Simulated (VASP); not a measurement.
# Cu3B5Pt (P-62m) in VASP: single point with PBE

Aim: the single point of Cu3B5Pt with PBE.

All numbers are computed with VASP 6.6.1; they aren't measurements. Logs are shortened: lines on timing, memory, paths and dates and some standing lists are left out, and cuts for length are marked.

## (1) The cell of the first run

Symmetry: P-62m, No. 189, hexagonal system. Conventional cell: a = 5.455 Å, b = 5.455 Å, c = 3.355 Å, α = 90.00°, β = 90.00°, γ = 120.00°. Cu (site symmetry m2m) has 1 Pt at 2.22 Å and 4 B at 2.36 Å as nearest neighbours. B (site symmetry m2m) has 2 Pt at 2.12 Å and 4 B at 2.13 to 2.23 Å as nearest neighbours. Around B (site symmetry -6) lie 3 B at 2.13 Å and 6 Cu at 2.36 Å. Pt (site symmetry -62m) has 6 B at 2.12 Å and 3 Cu at 2.22 Å as nearest neighbours.

The cell was built by a generator and needn't be a form met in nature.

## (2) Single point, PBE (species swapped into the Lu3Ga5Ni type (P-62m, No. 189))

Contents of INCAR:

```
ALGO = Fast
EDIFF = 1E-7
ENCUT = 520
GGA = PE
ISIF = 2
ISMEAR = 0
LASPH = T
LCHARG = F
LREAL = F
LWAVE = F
NBANDS = 39
NELM = 100
PREC = Accurate
SIGMA = 0.1
```

Contents of KPOINTS:

```
k-points
0
Gamma
  6 6 6
```

Contents of POSCAR:

```
Cu3B5Pt
1.0
    5.4552753000      0.0000000000      0.0000000000
   -2.7276376500      4.7244069900      0.0000000000
    0.0000000000      0.0000000000      3.3546344400
Cu B Pt
3 5 1
Direct
    0.5930799200      0.0000000000      0.5000000000
    0.4069200800      0.4069200800      0.5000000000
    0.0000000000      0.5930799200      0.5000000000
    0.2364990000      0.0000000000      0.0000000000
    0.0000000000      0.2364990000      0.0000000000
    0.6666666700      0.3333333300      0.0000000000
    0.3333333300      0.6666666700      0.0000000000
    0.7635010000      0.7635010000      0.0000000000
    0.0000000000      0.0000000000      0.5000000000
```

Potentials or basis: VASP PAW PBE potentials, release 64 (Cu, B, Pt).

On the command line:

```
$ cat potpaw_PBE.64/Cu/POTCAR potpaw_PBE.64/B/POTCAR potpaw_PBE.64/Pt/POTCAR > POTCAR
$ mpirun -np 1 vasp_std > vasp.out
```

OUTCAR:

```text
EDIFF = 1E-7
   ENCUT = 520
   GGA = PE
   ISIF = 2
   ISMEAR = 0
   LASPH = T
   LREAL = F
   NELM = 100
   PREC = Accurate

 ion  position               nearest neighbor table
   1  0.593  0.000  0.500-   9 2.22   6 2.36   6 2.36   7 2.36   7 2.36
   2  0.407  0.407  0.500-   9 2.22   7 2.36   7 2.36   6 2.36   6 2.36
   3  0.000  0.593  0.500-   9 2.22   7 2.36   7 2.36   6 2.36   6 2.36
   4  0.236  0.000  0.000-   9 2.12   9 2.12   7 2.13   6 2.13
   5  0.000  0.236  0.000-   9 2.12   9 2.12   6 2.13   7 2.13
   6  0.667  0.333  0.000-   5 2.13   4 2.13   8 2.13   1 2.36   1 2.36   3 2.36   3 2.36   2 2.36
                             2 2.36
   7  0.333  0.667  0.000-   4 2.13   5 2.13   8 2.13   3 2.36   3 2.36   1 2.36   1 2.36   2 2.36
                             2 2.36
   8  0.764  0.764  0.000-   9 2.12   9 2.12   6 2.13   7 2.13
   9  0.000  0.000  0.500-   5 2.12   8 2.12   5 2.12   8 2.12   4 2.12   4 2.12   2 2.22   3 2.22
                             1 2.22

  LATTYP: Found a hexagonal cell.
 ALAT       =     5.4552753000
 C/A-ratio  =     0.6149340328

  Lattice vectors:

 A1 = (   5.4552753000,   0.0000000000,   0.0000000000)
 A2 = (  -2.7276376500,   4.7244069900,   0.0000000000)
 A3 = (   0.0000000000,   0.0000000000,   3.3546344400)

Analysis of symmetry for initial positions (statically):
=====================================================================
 Subroutine PRICEL returns:
 Original cell was already a primitive cell.

 Routine SETGRP: Setting up the symmetry group for a
 hexagonal supercell.

 Subroutine GETGRP returns: Found 12 space group operations
 (whereof 12 operations were pure point group operations)
 out of a pool of 24 trial point group operations.

The static configuration has the point symmetry D_3h.

Analysis of symmetry for dynamics (positions and initial velocities):
=====================================================================
 Subroutine PRICEL returns:
 Original cell was already a primitive cell.

 Routine SETGRP: Setting up the symmetry group for a
 hexagonal supercell.

 Subroutine GETGRP returns: Found 12 space group operations
 (whereof 12 operations were pure point group operations)
 out of a pool of 24 trial point group operations.

The dynamic configuration has the point symmetry D_3h.

 Subroutine INISYM returns: Found 12 space group operations
 (whereof 12 operations are pure point group operations),
 and found     1 'primitive' translations

----------------------------------------------------------------------------------------

                                     Primitive cell

  volume of cell :      86.4588

  direct lattice vectors                    reciprocal lattice vectors
     5.455275300  0.000000000  0.000000000     0.183308806  0.105833388  0.000000000
    -2.727637650  4.724406990  0.000000000     0.000000000  0.211666777  0.000000000
     0.000000000  0.000000000  3.354634440     0.000000000  0.000000000  0.298095074

  length of vectors
     5.455275300  5.455275296  3.354634440     0.211666777  0.211666777  0.298095074

  position of ions in fractional coordinates (direct lattice)
     0.593079920  0.000000000  0.500000000
     0.406920080  0.406920080  0.500000000
     0.000000000  0.593079920  0.500000000
     0.236499000  0.000000000  0.000000000
     0.000000000  0.236499000  0.000000000
     0.666666670  0.333333330  0.000000000
     0.333333330  0.666666670  0.000000000
     0.763501000  0.763501000  0.000000000
     0.000000000  0.000000000  0.500000000

  ion indices of the primitive-cell ions
   primitive index   ion index
                 1           1
                 2           2
                 3           3
                 4           4
                 5           5
                 6           6
                 7           7
                 8           8
                 9           9

----------------------------------------------------------------------------------------

 KPOINTS: k-points

Automatic generation of k-mesh.
 Grid dimensions read from file:
 generate k-points for:    6    6    6

 Generating k-lattice:

  Cartesian coordinates                     Fractional coordinates (reciprocal lattice)
     0.030551468  0.017638898  0.000000000     0.166666667  0.000000000  0.000000000
     0.000000000  0.035277796  0.000000000     0.000000000  0.166666667  0.000000000
     0.000000000  0.000000000  0.049682512     0.000000000  0.000000000  0.166666667

  Length of vectors
     0.035277796  0.035277796  0.049682512

  Shift w.r.t. Gamma in fractional coordinates (k-lattice)
     0.000000000  0.000000000  0.000000000

 Subroutine IBZKPT returns following result:
 ===========================================

 Found     28 irreducible k-points:

 Following reciprocal coordinates:
            Coordinates               Weight
  0.000000  0.000000  0.000000      1.000000
  0.166667 -0.000000  0.000000      6.000000
  0.333333 -0.000000  0.000000      6.000000
  0.500000  0.000000  0.000000      3.000000
  0.166667  0.166667  0.000000      6.000000
  0.333333  0.166667  0.000000     12.000000
[... 16 lines left out ...]
  0.166667 -0.000000  0.500000      6.000000
  0.333333 -0.000000  0.500000      6.000000
 [... further k-points ...]
   k-points           NKPTS =     28   k-points in BZ     NKDIM =     28   number of bands    NBANDS=     39
   number of dos      NEDOS =    301   number of ions     NIONS =      9
   total plane-waves  NPLWV =  49392
   dimension x,y,z NGX =    42 NGY =   42 NGZ =   28
   dimension x,y,z NGXF=    84 NGYF=   84 NGZF=   56
   ions per type =               3   5   1
   NGX,Y,Z   is equivalent  to a cutoff of  12.80, 12.80, 13.88 a.u.
   NGXF,Y,Z  is equivalent  to a cutoff of  25.60, 25.60, 27.75 a.u.
 SYSTEM =  unknown system
   PREC   = accura    normal or accurate (medium, high low for compatibility)
   ISTART =      0    job   : 0-new  1-cont  2-samecut
   ICHARG =      2    charge: 1-file 2-atom 10-const
   ISPIN  =      1    spin polarized calculation?
   LNONCOLLINEAR =      F non collinear calculations
   LSORBIT =      F    spin-orbit coupling
   LASPH  =      T    aspherical Exc in radial PAW
   ENCUT  =  520.0 eV  38.22 Ry    6.18 a.u.  10.14 10.14  6.24*2*pi/ulx,y,z
   NELM   =    100;   NELMIN=  2; NELMDL= -5     # of ELM steps
   EDIFF  = 0.1E-06   stopping-criterion for ELM
   LREAL  =      F    real-space projection
   EDIFFG = 0.1E-05   stopping-criterion for IOM
   NSW    =      0    number of steps for IOM
   IBRION =     -1    ionic relax: 0-MD 1-quasi-New 2-CG
   NFREE  =      0    steps in history (QN), initial steepest desc. (CG)
   ISIF   =      2    stress and relaxation
   ISYM   =      2    0-nonsym 1-usesym 2-fastsym
   POTIM  = 0.5000    time-step for ionic-motion
   TEBEG  =    0.0;   TEEND  =   0.0 temperature during run
   PSTRESS=    0.0 pullay stress
   NELECT =      58.0000    total number of electrons
   NUPDOWN=      -1.0000    fix difference up-down
   EMIN   =  10.00;   EMAX   =-10.00  energy-range for DOS
   EFERMI =   0.00;   METHOD = LEGACY
   ISMEAR =     0;   SIGMA  =   0.10  broadening in eV -4-tet -1-fermi 0-gaus
   EFERMI_NEDOS =   21; number of points for ismear=-14 and -15
   IALGO  =     68    algorithm
   IMIX   =      4    mixing-type and parameters
     AMIX     =   0.40;   BMIX     =  1.00
     AMIX_MAG =   1.60;   BMIX_MAG =  1.00
  volume/ion in A,a.u.               =       9.61        64.83
  Fermi-wavevector in a.u.,A,eV,Ry     =   1.433115  2.708195 27.943906  2.053819
  Thomas-Fermi vector in A             =   2.552669
   LORBIT       =      0    0 simple, 1 ext, 2 COOP (PROOUT), +10 PAW based schemes
   GGA     = PE    functional components
   LHFCALC =     F    Hartree Fock is set to
   AEXX    =    0.0000 exact exchange contribution
   IVDW    =     0    specifies the selected vdW correction
   LEPSILON=     F    determine dielectric tensor
   LRPA    =     F    only Hartree local field effects (RPA)
 non-spin polarized calculation
 RMM-DIIS sequential band-by-band and
 Gauss-broadening in eV      SIGMA  =   0.10
  energy-cutoff  :      520.00
  volume of cell :       86.46
 maximum number of plane-waves:      2352
 NGX is ok and might be reduce to    42
   NGX = 21   NGY = 21   NGZ = 13

 number of electron      57.9999962 magnetization

 Free energy of the ion-electron system (eV)
  ---------------------------------------------------
  ext. energy  EPLUGINS =         0.00000000
  ---------------------------------------------------
  free energy    TOTEN  =       -42.82116250 eV

  energy without entropy =      -42.80670443  energy(sigma->0) =      -42.81393346

 E-fermi :   8.6314     XC(G=0): -12.5765

 val. band max:        8.6188817509   @ k =   0.3333  -0.0000   0.3333
 cond. band min:       8.6916098301   @ k =   0.5000   0.0000   0.3333
 fundamental gap:      0.0727280791
 Fermi energy:         8.6313669969

 k-point     1 :       0.0000    0.0000    0.0000
  band No.  band energies     occupation
      1      -5.1724      2.00000
      2      -1.5257      2.00000
      3       0.2801      2.00000
      4       0.2801      2.00000
      5       1.2925      2.00000
      6       1.5223      2.00000
[... 31 lines left out ...]
     38      14.5900      0.00000
     39      15.0822      0.00000

 k-point     2 :       0.1667   -0.0000    0.0000
  band No.  band energies     occupation
      1      -5.0467      2.00000
      2      -1.7433      2.00000
      3      -0.2718      2.00000
      4       0.2271      2.00000
      5       1.2976      2.00000
      6       1.5363      2.00000
[... 913 lines left out ...]
     38      14.9270      0.00000
     39      14.9982      0.00000

 k-point    24 :       0.3333   -0.0000    0.5000
  band No.  band energies     occupation
      1      -2.1218      2.00000
      2      -1.2148      2.00000
      3      -0.7736      2.00000
      4       0.0020      2.00000
      5       0.8599      2.00000
      6       1.5986      2.00000
[... 31 lines left out ...]
     38      14.6947      0.00000
     39      15.1054      0.00000

 [... further k-points ...]

------------------------ aborting loop because EDIFF is reached ----------------------------------------

  FORCE on cell =-STRESS in cart. coord.  units (eV):
  Direction    XX          YY          ZZ          XY          YZ          ZX
  --------------------------------------------------------------------------------------
  -------------------------------------------------------------------------------------
  Total        5.8540702      5.8540701      8.2474525      0.0000000      0.0000000      0.0000000
  in kB      108.4824108    108.4824106    152.8344394      0.0000000      0.0000000      0.0000000
  external PRESSURE =     123.2664203 kB  Pullay stress =       0.0000000 kB

 VOLUME and BASIS-vectors are now :
 -----------------------------------------------------------------------------
  energy-cutoff  :      520.00
  volume of cell :       86.46
      direct lattice vectors                 reciprocal lattice vectors
     5.455275300  0.000000000  0.000000000     0.183308806  0.105833388  0.000000000
    -2.727637650  4.724406990  0.000000000     0.000000000  0.211666777  0.000000000
     0.000000000  0.000000000  3.354634440     0.000000000  0.000000000  0.298095074

 POSITION                                       TOTAL-FORCE (eV/Angst)
 -----------------------------------------------------------------------------------
      3.23541      0.00000      1.67732        -4.808386      0.000000      0.000000
      1.10993      1.92246      1.67732         2.404193      4.164184      0.000000
     -1.61771      2.80195      1.67732         2.404193     -4.164184      0.000000
      1.29017      0.00000      0.00000         3.266453      0.000000     -0.000000
     -0.64508      1.11732      0.00000        -1.633226      2.828831      0.000000
      2.72764      1.57480      0.00000        -0.000000      0.000000      0.000000
     -0.00000      3.14960      0.00000        -0.000000      0.000000      0.000000
      2.08255      3.60709      0.00000        -1.633226     -2.828831      0.000000
      0.00000      0.00000      1.67732        -0.000000      0.000000      0.000000
 -----------------------------------------------------------------------------------
    total drift:                               -0.000012     -0.000021      0.000003

  FREE ENERGIE OF THE ION-ELECTRON SYSTEM (eV)
  ---------------------------------------------------
  free  energy   TOTEN  =       -42.8211625020 eV

  energy  without entropy=      -42.8067044267  energy(sigma->0) =      -42.81393346
```

It took 3.8 min on 1 thread of AMD EPYC 7R13 (Zen 3), shared host; peak memory 0.23 GiB.

Results:

```yaml
Free_energy: -42.8212 eV
Pressure: 12.3 GPa
Largest_force: 4.808 eV/Å
Band_gap_on_the_k_mesh: none (metal or under the smearing width)
```

Forces on the atoms (eV/Å):
```
Cu  -4.808  0.000  0.000
Cu   2.404  4.164  0.000
Cu   2.404 -4.164  0.000
B    3.266  0.000  0.000
B   -1.633  2.829  0.000
B    0.000  0.000  0.000
B    0.000  0.000  0.000
B   -1.633 -2.829  0.000
Pt   0.000  0.000  0.000
```

Stress tensor (GPa, compression positive):
```
10.85  0.00  0.00
 0.00 10.85  0.00
 0.00  0.00 15.28
```

Levels at points of the mesh, in eV from the Fermi level:
| k point | band 26 | band 27 | band 28 | band 29 | band 30 | band 31 | band 32 | band 33 |
| --- | --- | --- | --- | --- | --- | --- | --- | --- |
| (0.00, 0.00, 0.00) | -1.75 | -1.75 | -1.13 | 2.64 | 2.64 | 3.05 | 3.76 | 3.76 |
| (0.50, 0.00, 0.00) | -1.27 | -1.26 | -0.19 | 0.07 | 0.46 | 1.19 | 2.78 | 3.65 |
| (0.00, 0.00, 0.50) | -2.00 | -1.90 | -1.90 | -0.97 | -0.77 | -0.77 | 0.10 | 2.91 |
| (0.50, 0.00, 0.50) | -2.35 | -2.07 | -0.83 | -0.64 | -0.56 | 0.37 | 2.50 | 3.18 |

Caveat: forces of over 1 eV/Å show positions far from the minimum, so gaps and moduli don't describe the material at rest. The run has no spin-orbit coupling, so splittings on Pt are missing.
